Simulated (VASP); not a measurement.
These are PBE GGA with spin-orbit coupling, VASP's PBE PAW potentials (set 64) (plane waves; VASP 6.6.1) values and carry that method's errors.

A VASP calculation is set up with these files.

File KPOINTS:
```
Regular mesh
0
gamma
  8 8 8
```

KPOINTS_OPT:
```
k-points along high-symmetry lines
8
Line-mode
Reciprocal
  0.000000   0.000000   0.000000 ! GAMMA
 -0.500000  -0.500000   0.000000 ! X

 -0.500000  -0.500000   0.000000 ! X
 -0.375000  -0.375000   0.250000 ! U

 -0.375000   0.000000   0.375000 ! K
  0.000000   0.000000   0.000000 ! GAMMA

  0.000000   0.000000   0.000000 ! GAMMA
  0.000000   0.000000   0.500000 ! L

  0.000000   0.000000   0.500000 ! L
 -0.500000  -0.250000   0.250000 ! W

 -0.500000  -0.250000   0.250000 ! W
 -0.500000  -0.500000   0.000000 ! X
```

### POSCAR
```
ZnS
1.0
  0.0000000000   2.7205248772   2.7205248772
  2.7205248772   0.0000000000   2.7205248772
  2.7205248772   2.7205248772   0.0000000000
Zn S
1 1
Cart
  0.0000000000   0.0000000000   0.0000000000
  1.3602624386   1.3602624386   1.3602624386
```

**INCAR**
```
SYSTEM = ZnS
PREC = Accurate
ENCUT = 400
EDIFF = 1E-6
NELM = 100
ALGO = Normal
LREAL = .FALSE.
LASPH = .TRUE.
ISMEAR = 0
SIGMA = 0.05
GGA = PE
LMAXMIX = 4
LWAVE = .FALSE.
LCHARG = .FALSE.
LSORBIT = .TRUE.
MAGMOM = 0 0 0 0 0 0
GGA_COMPAT = .FALSE.
```

POTCAR, in this order: Zn S (PBE.64 set). Program: vasp_ncl.

What VASP printed:

**OUTCAR**
```
 ion  position               nearest neighbor table
   1  0.000  0.000  0.000-   2 2.36   2 2.36   2 2.36   2 2.36
   2  0.250  0.250  0.250-   1 2.36   1 2.36   1 2.36   1 2.36
  LATTYP: Found a face centered cubic cell.
 ALAT       =     5.4410497544
 Subroutine PRICEL returns:
 Original cell was already a primitive cell.
 Subroutine GETGRP returns: Found 24 space group operations
The static configuration has the point symmetry T_d .
The dynamic configuration has the point symmetry T_d .
The overall configuration has the point symmetry T_d .
 Subroutine INISYM returns: Found 24 space group operations
 Subroutine IBZKPT returns following result:
 Found     43 irreducible k-points:

 Following reciprocal coordinates:
            Coordinates               Weight
  0.000000  0.000000  0.000000      1.000000
  0.125000  0.000000  0.000000      4.000000
 -0.125000  0.000000  0.000000      4.000000
  0.250000  0.000000  0.000000      4.000000
 -0.250000  0.000000  0.000000      4.000000
  0.375000  0.000000  0.000000      4.000000
 -0.375000  0.000000  0.000000      4.000000
  0.500000  0.000000  0.000000      4.000000
  0.125000  0.125000  0.000000      6.000000
  0.250000  0.125000  0.000000     12.000000
 -0.250000 -0.125000  0.000000     12.000000
  0.375000  0.125000  0.000000     12.000000
 -0.375000 -0.125000  0.000000     12.000000
  0.500000  0.125000  0.000000     12.000000
  0.500000 -0.125000  0.000000     12.000000
 -0.375000  0.125000  0.000000     12.000000
  0.375000 -0.125000  0.000000     12.000000
 -0.250000  0.125000  0.000000     12.000000
  0.250000 -0.125000  0.000000     12.000000
 -0.125000  0.125000  0.000000     12.000000
  0.250000  0.250000  0.000000      6.000000
  0.375000  0.250000  0.000000     12.000000
 -0.375000 -0.250000  0.000000     12.000000
...
```

**OSZICAR**
```
       N       E                     dE             d eps       ncg     rms          rms(c)
DAV:   1     0.108822768216E+03    0.10882E+03   -0.74431E+03  2244   0.139E+03
DAV:   2     0.332288251304E+01   -0.10550E+03   -0.10086E+03  2342   0.306E+02
DAV:   3    -0.704319682827E+01   -0.10366E+02   -0.10273E+02  2642   0.998E+01
DAV:   4    -0.727908346612E+01   -0.23589E+00   -0.23537E+00  2576   0.153E+01
DAV:   5    -0.728290347190E+01   -0.38200E-02   -0.38194E-02  2600   0.193E+00    0.685E+00
DAV:   6    -0.685926294779E+01    0.42364E+00   -0.79891E-01  3384   0.366E+01    0.520E+00
DAV:   7    -0.685674319605E+01    0.25198E-02   -0.54835E-01  2326   0.610E+00    0.268E+00
DAV:   8    -0.685517613635E+01    0.15671E-02   -0.15209E-02  2946   0.206E+00    0.102E+00
DAV:   9    -0.685550177938E+01   -0.32564E-03   -0.34612E-03  3018   0.132E+00    0.274E-01
DAV:  10    -0.685557390400E+01   -0.72125E-04   -0.38549E-04  2564   0.234E-01    0.118E-01
DAV:  11    -0.685566910765E+01   -0.95204E-04   -0.69737E-05  2334   0.121E-01    0.520E-02
DAV:  12    -0.685569252508E+01   -0.23417E-04   -0.44840E-05  2396   0.127E-01    0.109E-02
DAV:  13    -0.685569308948E+01   -0.56439E-06   -0.48850E-06  2682   0.387E-02
   1 F= -.68556931E+01 E0= -.68556931E+01  d E =-.486801E-13  mag=     0.0000     0.0000    -0.0000
       N       E                     dE             ncg
       N       E                     dE             ncg
```

**OUTCAR**
```
------------------------ aborting loop because EDIFF is reached ----------------------------------------
  FORCE on cell =-STRESS in cart. coord.  units (eV):
  Direction    XX          YY          ZZ          XY          YZ          ZX
  --------------------------------------------------------------------------------------
  Total       -0.0079781     -0.0079781     -0.0079781      0.0000000      0.0000000      0.0000000
  in kB       -0.3174120     -0.3174120     -0.3174120      0.0000000      0.0000000      0.0000000
  external PRESSURE =      -0.3174120 kB  Pullay stress =       0.0000000 kB
  volume of cell :       40.27
      direct lattice vectors                 reciprocal lattice vectors
     0.000000000  2.720524877  2.720524877    -0.183788064  0.183788064  0.183788064
     2.720524877  0.000000000  2.720524877     0.183788064 -0.183788064  0.183788064
     2.720524877  2.720524877  0.000000000     0.183788064  0.183788064 -0.183788064
  FREE ENERGIE OF THE ION-ELECTRON SYSTEM (eV)
  ---------------------------------------------------
  free  energy   TOTEN  =        -6.8556930895 eV

  energy  without entropy=       -6.8556930895  energy(sigma->0) =       -6.85569309

 Ion:    1  E_soc:     -0.0082573

 Ion:    2  E_soc:     -0.0017881
```
(Selected blocks of OUTCAR.)

### OUTCAR
```
 val. band max:        1.9388369886   @ k =   0.0000   0.0000   0.0000

 cond. band min:       3.9414729200   @ k =   0.0000   0.0000   0.0000


 Fermi energy:         2.1708942044

 k-point     1 :       0.0000    0.0000    0.0000
  band No.  band energies     occupation
      1     -11.0824      1.00000
      2     -11.0824      1.00000
      3      -4.4443      1.00000
      4      -4.4443      1.00000
      5      -4.4443      1.00000
      6      -4.4443      1.00000
      7      -4.2221      1.00000
      8      -4.2221      1.00000
      9      -3.8204      1.00000
     10      -3.8204      1.00000
     11      -3.8204      1.00000
     12      -3.8204      1.00000
     13       1.8790      1.00000
     14       1.8790      1.00000
     15       1.9388      1.00000
     16       1.9388      1.00000
     17       1.9388      1.00000
     18       1.9388      1.00000
     19       3.9415      0.00000
     20       3.9415      0.00000
     21       8.2253      0.00000
     22       8.2253      0.00000
     23       8.3766      0.00000
     24       8.3766      0.00000
     25       8.3766      0.00000
     26       8.3766      0.00000

 k-point     2 :       0.1250    0.0000    0.0000
  band No.  band energies     occupation
      1     -10.9698      1.00000
      2     -10.9698      1.00000
      3      -4.4450      1.00000
      4      -4.4305      1.00000
      5      -4.4305      1.00000
      6      -4.4175      1.00000
      7      -4.2073      1.00000
      8      -4.2073      1.00000
      9      -3.8315      1.00000
     10      -3.8285      1.00000
     11      -3.8285      1.00000
     12      -3.7969      1.00000
     13       0.8164      1.00000
     14       0.8164      1.00000
     15       1.7573      1.00000
     16       1.7573      1.00000
     17       1.7906      1.00000
     18       1.8027      1.00000
     19       4.7651      0.00000
     20       4.7651      0.00000
     21       8.2096      0.00000
     22       8.2096      0.00000
...
```

The compound is ZnS in the zinc blende structure. It was relaxed first.
